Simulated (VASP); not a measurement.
# GaGe3 (P6_3/mmc) in VASP: a series of runs, part 2 of 2

VASP 6.6.1.

## (4) Molecular dynamics, vdW-DF2 (cell strained at random at fixed volume)

INCAR

```
AGGAC = 0.0
ALGO = Fast
EDIFF = 1E-5
ENCUT = 420
GGA = ML
IBRION = 0
ISIF = 2
ISMEAR = -1
ISYM = 0
LASPH = T
LCHARG = F
LREAL = Auto
LUSE_VDW = T
LWAVE = F
MDALGO = 2
NELM = 60
NELMIN = 4
NSW = 40
POTIM = 1
PREC = Normal
RANDOM_SEED = 865914 0 0
SIGMA = 0.1
SMASS = 0
TEBEG = 700
TEEND = 700
ZAB_VDW = -1.8867
```

KPOINTS

```
k-points
0
Gamma
  2 2 2
```

POSCAR

```
GaGe3
1.0
    5.9979120000     -0.1048000000     -0.0543250000
   -3.0897150000      5.2514660000      0.0368340000
   -0.0457010000      0.0093950000      5.0107610000
Ge Ga
6 2
Direct
    0.1635615050      0.3271230100      0.2500000000
    0.1635615050      0.8364384950      0.2500000000
    0.6728769900      0.8364384950      0.2500000000
    0.8364384950      0.6728769900      0.7500000000
    0.8364384950      0.1635615050      0.7500000000
    0.3271230100      0.1635615050      0.7500000000
    0.3333333333      0.6666666667      0.7500000000
    0.6666666667      0.3333333333      0.2500000000
```

Potentials or basis: VASP PAW PBE potentials, release 64 (Ge_d, Ga_d).

Command:

```bash
$ cat potpaw_PBE.64/Ge_d/POTCAR potpaw_PBE.64/Ga_d/POTCAR > POTCAR
$ mpirun -np 1 vasp_std > vasp.out
```

OUTCAR:

```text
EDIFF = 1E-5
   ENCUT = 420
   GGA = ML
   IBRION = 0
   ISIF = 2
   ISMEAR = -1
   ISYM = 0
   LASPH = T
   LREAL = Auto
   NELM = 60
   NELMIN = 4
   NSW = 40
   POTIM = 1
   PREC = Normal
   TEBEG = 700

 ion  position               nearest neighbor table
   1  0.164  0.327  0.250-   3 2.90
   2  0.164  0.836  0.250-
   3  0.673  0.836  0.250-   1 2.90
   4  0.836  0.673  0.750-   6 2.90
   5  0.836  0.164  0.750-
   6  0.327  0.164  0.750-   4 2.90
   7  0.333  0.667  0.750-
   8  0.667  0.333  0.250-

IMPORTANT INFORMATION: All symmetrisations will be switched off!
NOSYMM: (Re-)initialisation of all symmetry stuff for point group C_1.

----------------------------------------------------------------------------------------

                                     Primitive cell

  volume of cell :     156.1922

  direct lattice vectors                    reciprocal lattice vectors
     5.997912000 -0.104800000 -0.054325000     0.168468636  0.099109529  0.001350703
    -3.089715000  5.251466000  0.036834000     0.003358793  0.192401488 -0.000330112
    -0.045701000  0.009395000  5.010761000     0.001801790 -0.000339827  0.199587555

  length of vectors
     5.999073479  6.093077275  5.010978213     0.195464075  0.192431086  0.199595977

  position of ions in fractional coordinates (direct lattice)
     0.163561505  0.327123010  0.250000000
     0.163561505  0.836438495  0.250000000
     0.672876990  0.836438495  0.250000000
     0.836438495  0.672876990  0.750000000
     0.836438495  0.163561505  0.750000000
     0.327123010  0.163561505  0.750000000
     0.333333333  0.666666667  0.750000000
     0.666666667  0.333333333  0.250000000

  ion indices of the primitive-cell ions
   primitive index   ion index
                 1           1
                 2           2
                 3           3
                 4           4
                 5           5
                 6           6
                 7           7
                 8           8

----------------------------------------------------------------------------------------

 KPOINTS: k-points

Automatic generation of k-mesh.
 Grid dimensions read from file:
 generate k-points for:    2    2    2

 Generating k-lattice:

  Cartesian coordinates                     Fractional coordinates (reciprocal lattice)
     0.084234318  0.049554764  0.000675352     0.500000000  0.000000000  0.000000000
     0.001679396  0.096200744 -0.000165056     0.000000000  0.500000000 -0.000000000
     0.000900895 -0.000169913  0.099793777     0.000000000  0.000000000  0.500000000

  Length of vectors
     0.097732037  0.096215543  0.099797988

  Shift w.r.t. Gamma in fractional coordinates (k-lattice)
     0.000000000  0.000000000  0.000000000

 Subroutine IBZKPT returns following result:
 ===========================================

 Found      8 irreducible k-points:

 Following reciprocal coordinates:
            Coordinates               Weight
  0.000000  0.000000  0.000000      1.000000
  0.500000  0.000000 -0.000000      1.000000
 -0.000000  0.500000  0.000000      1.000000
  0.500000  0.500000  0.000000      1.000000
  0.000000  0.000000  0.500000      1.000000
  0.500000  0.000000  0.500000      1.000000
 -0.000000  0.500000  0.500000      1.000000
  0.500000  0.500000  0.500000      1.000000
   k-points           NKPTS =      8   k-points in BZ     NKDIM =      8   number of bands    NBANDS=     66
   number of dos      NEDOS =    301   number of ions     NIONS =      8
   total plane-waves  NPLWV =  26880
   dimension x,y,z NGX =    30 NGY =   32 NGZ =   28
   dimension x,y,z NGXF=    60 NGYF=   64 NGZF=   56
   ions per type =               6   2
   NGX,Y,Z   is equivalent  to a cutoff of   8.31,  8.73,  9.29 a.u.
   NGXF,Y,Z  is equivalent  to a cutoff of  16.63, 17.46, 18.58 a.u.
 SYSTEM =  unknown system
   PREC   = normal    normal or accurate (medium, high low for compatibility)
   ISTART =      0    job   : 0-new  1-cont  2-samecut
   ICHARG =      2    charge: 1-file 2-atom 10-const
   ISPIN  =      1    spin polarized calculation?
   LNONCOLLINEAR =      F non collinear calculations
   LSORBIT =      F    spin-orbit coupling
   LASPH  =      T    aspherical Exc in radial PAW
   ENCUT  =  420.0 eV  30.87 Ry    5.56 a.u.  10.02 10.18  8.37*2*pi/ulx,y,z
   NELM   =     60;   NELMIN=  4; NELMDL= -5     # of ELM steps
   EDIFF  = 0.1E-04   stopping-criterion for ELM
   LREAL  =      T    real-space projection
   EDIFFG = 0.1E-03   stopping-criterion for IOM
   NSW    =     40    number of steps for IOM
   IBRION =      0    ionic relax: 0-MD 1-quasi-New 2-CG
   NFREE  =      0    steps in history (QN), initial steepest desc. (CG)
   ISIF   =      2    stress and relaxation
   ISYM   =      0    0-nonsym 1-usesym 2-fastsym
   POTIM  = 1.0000    time-step for ionic-motion
   TEBEG  =  700.0;   TEEND  = 700.0 temperature during run
   PSTRESS=    0.0 pullay stress
   NELECT =     110.0000    total number of electrons
   NUPDOWN=      -1.0000    fix difference up-down
   EMIN   =  10.00;   EMAX   =-10.00  energy-range for DOS
   EFERMI =   0.00;   METHOD = LEGACY
   ISMEAR =    -1;   SIGMA  =   0.10  broadening in eV -4-tet -1-fermi 0-gaus
   EFERMI_NEDOS =   21; number of points for ismear=-14 and -15
   IALGO  =     68    algorithm
   IMIX   =      4    mixing-type and parameters
     AMIX     =   0.40;   BMIX     =  1.00
     AMIX_MAG =   1.60;   BMIX_MAG =  1.00
  volume/ion in A,a.u.               =      19.52       131.75
  Fermi-wavevector in a.u.,A,eV,Ry     =   1.456529  2.752441 28.864456  2.121478
  Thomas-Fermi vector in A             =   2.573437
   LORBIT       =      0    0 simple, 1 ext, 2 COOP (PROOUT), +10 PAW based schemes
   GGA     = ML    functional components
   LHFCALC =     F    Hartree Fock is set to
   AEXX    =    0.0000 exact exchange contribution
   IVDW_NL    =     1    kernel type
   BPARAM     = 6.3000
   IVDW    =     0    specifies the selected vdW correction
   LEPSILON=     F    determine dielectric tensor
   LRPA    =     F    only Hartree local field effects (RPA)
 molecular dynamics for ions
 non-spin polarized calculation
 RMM-DIIS sequential band-by-band and
  energy-cutoff  :      420.00
  volume of cell :      156.19
 maximum number of plane-waves:      3066
   NGX = 21   NGY = 21   NGZ = 17

--------------------------------------- Ionic step        1  -------------------------------------------

 number of electron     110.0000016 magnetization

 Free energy of the ion-electron system (eV)
  ---------------------------------------------------
  ext. energy  EPLUGINS =         0.00000000
  ---------------------------------------------------
  free energy    TOTEN  =         0.18753954 eV

  energy without entropy =        0.40849653  energy(sigma->0) =        0.29801803

------------------------ aborting loop because EDIFF is reached ----------------------------------------

  FORCE on cell =-STRESS in cart. coord.  units (eV):
  Direction    XX          YY          ZZ          XY          YZ          ZX
  --------------------------------------------------------------------------------------
  -------------------------------------------------------------------------------------
  Total       10.2412691      9.5132863      2.8477112      0.1370312     -0.2431018      0.2458210
  in kB      105.0521354     97.5846872     29.2110422      1.4056289     -2.4936722      2.5215641
  external PRESSURE =      77.2826216 kB  Pullay stress =       0.0000000 kB
[... 139 lines left out ...]
  ENERGY OF THE ELECTRON-ION-THERMOSTAT SYSTEM (eV)
  ---------------------------------------------------
% ion-electron   TOTEN  =         0.189754  see above
  kinetic energy EKIN   =         0.630850
  kin. lattice  EKIN_LAT=         0.000000  (temperature  697.21 K)
  nose potential ES     =        -0.000051
  nose kinetic   EPS    =         0.000000
  ---------------------------------------------------
  total energy   ETOTAL =         0.820553 eV

[... ionic steps 4 to 37 ...]

--------------------------------------- Ionic step       38  -------------------------------------------

 number of electron     109.9999960 magnetization

------------------------ aborting loop because EDIFF is reached ----------------------------------------
[... 103 lines left out ...]
--------------------------------------- Ionic step       40  -------------------------------------------

 number of electron     110.0000007 magnetization

 Free energy of the ion-electron system (eV)
  ---------------------------------------------------
  ext. energy  EPLUGINS =         0.00000000
  ---------------------------------------------------
  free energy    TOTEN  =         0.17745232 eV

  energy without entropy =        0.32314107  energy(sigma->0) =        0.25029670

 E-fermi :   6.0676     XC(G=0): -10.7382

 val. band max:        6.0020301019   @ k =   0.5000   0.5000   0.0000
 cond. band min:       6.1085640206   @ k =   0.5000   0.5000   0.5000
 fundamental gap:      0.1065339186
 Fermi energy:         6.0676134187

 k-point     1 :       0.0000    0.0000    0.0000
  band No.  band energies     occupation
      1     -18.6113      2.00000
      2     -18.5947      2.00000
      3     -18.5931      2.00000
      4     -18.5815      2.00000
      5     -18.5773      2.00000
      6     -18.5444      2.00000
[... 582 lines left out ...]
  ENERGY OF THE ELECTRON-ION-THERMOSTAT SYSTEM (eV)
  ---------------------------------------------------
% ion-electron   TOTEN  =         0.177452  see above
  kinetic energy EKIN   =         0.607180
  kin. lattice  EKIN_LAT=         0.000000  (temperature  671.05 K)
  nose potential ES     =         0.035097
  nose kinetic   EPS    =         0.000053
  ---------------------------------------------------
  total energy   ETOTAL =         0.819782 eV

Total vdW correction in eV:     18.9585127
```

Wall time 23 min (1 thread of Intel Xeon Platinum 8375C at 2.90GHz (Ice Lake), shared host); peak memory 0.43 GiB.

Step by step:
```csv
step,potential energy change (eV),largest force (eV/Å),pressure (GPa),volume (Å³),temperature (K)
1,0.0000,0.2305,7.73,156.19,700
2,0.0012,0.2330,7.72,156.19,698
3,0.0022,0.2277,7.65,156.19,697
4,0.0029,0.2262,7.74,156.19,696
5,0.0034,0.2267,7.76,156.19,696
6,0.0036,0.2267,7.78,156.19,696
7,0.0036,0.2438,7.79,156.19,697
8,0.0033,0.2607,7.79,156.19,697
9,0.0028,0.2786,7.82,156.19,698
10,0.0022,0.3138,7.83,156.19,700
11,0.0013,0.3480,7.83,156.19,701
12,0.0003,0.3798,7.87,156.19,703
13,-0.0008,0.4098,7.89,156.19,705
14,-0.0021,0.4364,7.91,156.19,706
15,-0.0035,0.4609,7.93,156.19,708
16,-0.0049,0.4831,7.96,156.19,710
17,-0.0064,0.5032,7.99,156.19,711
18,-0.0080,0.5201,8.01,156.19,712
19,-0.0095,0.5343,8.05,156.19,713
20,-0.0110,0.5468,8.08,156.19,714
21,-0.0124,0.5577,8.11,156.19,714
22,-0.0138,0.5641,8.15,156.19,713
23,-0.0151,0.5700,8.18,156.19,712
24,-0.0162,0.5750,8.22,156.19,711
25,-0.0171,0.5795,8.27,156.19,709
26,-0.0179,0.5823,8.32,156.19,707
27,-0.0186,0.5840,8.36,156.19,705
28,-0.0190,0.5838,8.41,156.19,702
29,-0.0193,0.5831,8.46,156.19,699
30,-0.0193,0.5829,8.52,156.19,696
31,-0.0192,0.5934,8.56,156.19,692
32,-0.0189,0.6058,8.61,156.19,689
33,-0.0185,0.6179,8.66,156.19,686
34,-0.0178,0.6308,8.72,156.19,683
35,-0.0170,0.6435,8.78,156.19,680
36,-0.0160,0.6569,8.83,156.19,678
37,-0.0148,0.6707,8.90,156.19,675
38,-0.0134,0.6829,8.95,156.19,673
39,-0.0119,0.6964,9.01,156.19,672
40,-0.0101,0.7105,9.08,156.19,671
```

Caveat: the k mesh is coarse (spacing up to 0.63 Å⁻¹), so the values aren't converged; the PAW data sets were made with another functional, which shifts forces and pressure a little.

## (5) Relaxation of cell and atoms, PBEsol+ULG

run.py

```python
from ase.calculators.vasp import Vasp
from ase.filters import FrechetCellFilter
from ase.io import read
from ase.optimize import BFGS

atoms = read('GaGe3.xyz')
calc = Vasp(
    directory='calc',
    xc='pbesol',
    pp='PBE',
    setups='recommended',
    prec='Accurate',
    encut=600,
    ediff=1e-07,
    ismear=0,
    sigma=0.01,
    lreal=False,
    lasph=True,
    nelm=100,
    algo='Normal',
    isif=2,
    lwave=False,
    lcharg=False,
    ivdw=3,
    kpts=[5, 5, 5],
    gamma=True,
)
atoms.calc = calc
opt = BFGS(FrechetCellFilter(atoms), trajectory='relax.traj')
converged = opt.run(fmax=0.005, steps=40)
print('converged:', converged)

print('energy (eV):', atoms.get_potential_energy())
print('free energy (eV):', atoms.get_potential_energy(force_consistent=True))
print('forces (eV/A):')
print(atoms.get_forces())
print('stress (eV/A^3, Voigt):', atoms.get_stress())
print('Fermi level (eV):', calc.get_fermi_level())
print('cell (A, degrees):', atoms.cell.cellpar())
print('volume (A^3):', atoms.get_volume())
print('scaled positions:')
print(atoms.get_scaled_positions())
```

GaGe3.xyz

```xyz
8
Lattice="5.9850359054 0.0000000000 0.0000000000 -2.9925179527 5.1831931366 0.0000000000 0.0000000000 0.0000000000 5.0349520000" Properties=species:S:1:pos:R:3 pbc="T T T"
Ge     0.0000000000      1.6955417403      1.2587380000
Ge    -1.5241357325      4.3354222665      1.2587380000
Ge     1.5241357325      4.3354222665      1.2587380000
Ge     2.9925179527      3.4876513963      3.7762140000
Ge     4.5166536852      0.8477708701      3.7762140000
Ge     1.4683822202      0.8477708701      3.7762140000
Ga    -0.0000000003      3.4554620912      3.7762140000
Ga     2.9925179530      1.7277310454      1.2587380000
```

Potentials or basis: VASP PAW PBE potentials, release 64 (Ge_d, Ga_d).

Command:

```bash
$ python run.py
```

Output:

```text
Step     Time          Energy          fmax
BFGS:    0 --:--:--      -37.288489        0.897686
BFGS:    1 --:--:--      -37.323552        0.870475
BFGS:    2 --:--:--      -37.705734        0.383785
BFGS:    3 --:--:--      -37.747411        0.157279
BFGS:    4 --:--:--      -37.752319        0.173837
BFGS:    5 --:--:--      -37.753862        0.167265
BFGS:    6 --:--:--      -37.759665        0.066784
BFGS:    7 --:--:--      -37.759812        0.054625
BFGS:    8 --:--:--      -37.760046        0.038177
BFGS:    9 --:--:--      -37.760294        0.037163
BFGS:   10 --:--:--      -37.760891        0.033605
BFGS:   11 --:--:--      -37.767290        0.294338
BFGS:   12 --:--:--      -37.779126        0.234103
BFGS:   13 --:--:--      -37.794534        0.012216
BFGS:   14 --:--:--      -37.794615        0.006859
BFGS:   15 --:--:--      -37.794665        0.005985
BFGS:   16 --:--:--      -37.794673        0.004959
converged: True
energy (eV): -37.79414052
free energy (eV): -37.79467304
forces (eV/A):
[[ 0.         -0.00109045 -0.        ]
 [-0.00094435  0.00054522  0.        ]
 [ 0.00094435  0.00054522  0.        ]
 [ 0.          0.00109045  0.        ]
 [ 0.00094435 -0.00054522 -0.        ]
 [-0.00094435 -0.00054522 -0.        ]
 [ 0.         -0.         -0.        ]
 [ 0.         -0.         -0.        ]]
stress (eV/A^3, Voigt): [ 0.00013256  0.00013256  0.0002872   0.         -0.         -0.        ]
Fermi level (eV): 7.3062423
cell (A, degrees): [  5.81382198   5.81382198   4.71919157  90.          90.
 120.        ]
volume (A^3): 138.14071473868174
scaled positions:
[[0.16829901 0.33659802 0.25      ]
 [0.16829901 0.83170099 0.25      ]
 [0.66340198 0.83170099 0.25      ]
 [0.83170099 0.66340198 0.75      ]
 [0.83170099 0.16829901 0.75      ]
 [0.33659802 0.16829901 0.75      ]
 [0.33333333 0.66666667 0.75      ]
 [0.66666667 0.33333333 0.25      ]]
```

OUTCAR:

```text
ENCUT = 600.000000
   EDIFF = 1.00e-07
   GGA = PS
   PREC = Accurate
   ISIF = 2
   ISMEAR = 0
   NELM = 100
[... 1287 lines left out ...]
      1.46769      0.84737      3.53939        -0.000944     -0.000545     -0.000000
     -0.00000      3.35661      3.53939         0.000000     -0.000000     -0.000000
      2.90691      1.67831      1.17980         0.000000     -0.000000     -0.000000
 -----------------------------------------------------------------------------------
    total drift:                                0.000000     -0.000000      0.000000

  FREE ENERGIE OF THE ION-ELECTRON SYSTEM (eV)
  ---------------------------------------------------
  free  energy   TOTEN  =       -37.7946730401 eV

  energy  without entropy=      -37.7936080034  energy(sigma->0) =      -37.79414052
```

It took 42 min on 1 thread of Intel Xeon Platinum 8375C at 2.90GHz (Ice Lake), shared host; peak memory 0.36 GiB.

What came out:

```
Free energy                            : -37.7947 eV
Relaxed volume                         : 17.27 Å³/atom
Relaxed cell                           : a = 5.814 Å, b = 5.814 Å, c = 4.719 Å, α = 90.00°, β = 90.00°, γ = 120.00°
Space group after relaxing (to 0.05 Å) : P6_3/mmc (No. 194)
Energy gained by relaxing              : 63.3 meV/atom
Ionic steps                            : 17
Pressure after relaxing                : 0.0 GPa
Band gap on the k mesh                 : none (metal or under the smearing width)
Dispersion energy per atom             : -0.414 eV
```

Step by step:
| step | energy change (eV) | largest force (eV/Å) | pressure (GPa) | volume (Å³) |
| --- | --- | --- | --- | --- |
| 1 | 0.0000 | 0.1787 | -7.20 | 156.19 |
| 2 | -0.0350 | 0.1763 | -6.99 | 155.46 |
| 3 | -0.4175 | 0.0177 | -2.94 | 144.51 |
| 4 | -0.4592 | 0.1639 | 0.27 | 138.52 |
| 5 | -0.4641 | 0.1027 | -0.47 | 139.72 |
| 6 | -0.4656 | 0.0851 | -0.48 | 139.72 |
| 7 | -0.4714 | 0.0208 | -0.05 | 138.94 |
| 8 | -0.4716 | 0.0190 | 0.03 | 138.82 |
| 9 | -0.4718 | 0.0118 | 0.14 | 138.62 |
| 10 | -0.4720 | 0.0056 | 0.18 | 138.56 |
| 11 | -0.4726 | 0.0032 | 0.20 | 138.61 |
| 12 | -0.4789 | 0.0020 | -0.07 | 138.93 |
| 13 | -0.4906 | 0.0137 | -0.20 | 138.84 |
| 14 | -0.5059 | 0.0072 | 0.10 | 137.95 |
| 15 | -0.5060 | 0.0059 | 0.05 | 138.05 |
| 16 | -0.5060 | 0.0010 | -0.03 | 138.17 |
| 17 | -0.5060 | 0.0011 | -0.03 | 138.14 |

Final structure:
```
CELL_PARAMETERS angstrom
5.81382 0.00000 0.00000
-2.90691 5.03492 0.00000
0.00000 0.00000 4.71919
ATOMIC_POSITIONS crystal
Ge 0.16830 0.33660 0.25000
Ge 0.16830 0.83170 0.25000
Ge 0.66340 0.83170 0.25000
Ge 0.83170 0.66340 0.75000
Ge 0.83170 0.16830 0.75000
Ge 0.33660 0.16830 0.75000
Ga 0.33333 0.66667 0.75000
Ga 0.66667 0.33333 0.25000
```

Caveat: atom-pairwise D2, TS and ULG terms overbind metals; the PAW data sets were made with another functional, which shifts forces and pressure a little; pairwise dispersion overbinds metals, which lowers pressure and volume.

## (6) Overview

| task | level | potentials or basis | cell | k mesh | cutoff (eV) | smearing | supercell matrix | temperature | optimiser | mesh quality | gap on the mesh (eV) | pressure (GPa) |
| --- | --- | --- | --- | --- | --- | --- | --- | --- | --- | --- | --- | --- |
| single point | PBEsol | VASP PAW PBE potentials, release 64 (Ge_d_GW, Ga_d_GW) | as given | 5 × 5 × 5 | 550 | gaussian 0.1 eV | - | - | - | not flagged | none | -4.9 |
| molecular dynamics | vdW-DF2 | VASP PAW PBE potentials, release 64 (Ge_d, Ga_d) | cell strained at random at fixed volume | 2 × 2 × 2 | 420 | fermi-dirac 0.1 eV | [1, 0, 0, 0, 1, 0, 0, 0, 1] | 700 | - | coarse | - | - |
| relaxation of cell and atoms | PBEsol+ULG | VASP PAW PBE potentials, release 64 (Ge_d, Ga_d) | relaxed | 5 × 5 × 5 | 600 | gaussian 0.01 eV | - | - | BFGS | not flagged | none | 0.0 |

Alike in all rows: no spin polarisation.

Caveats: some runs use coarse meshes; the PAW data sets were made with another functional, which shifts forces and pressure a little; atom-pairwise D2, TS and ULG terms overbind metals (some runs); pairwise dispersion overbinds metals, which lowers pressure and volume (some runs).

Absolute energies hang on the potentials; compare differences alone.
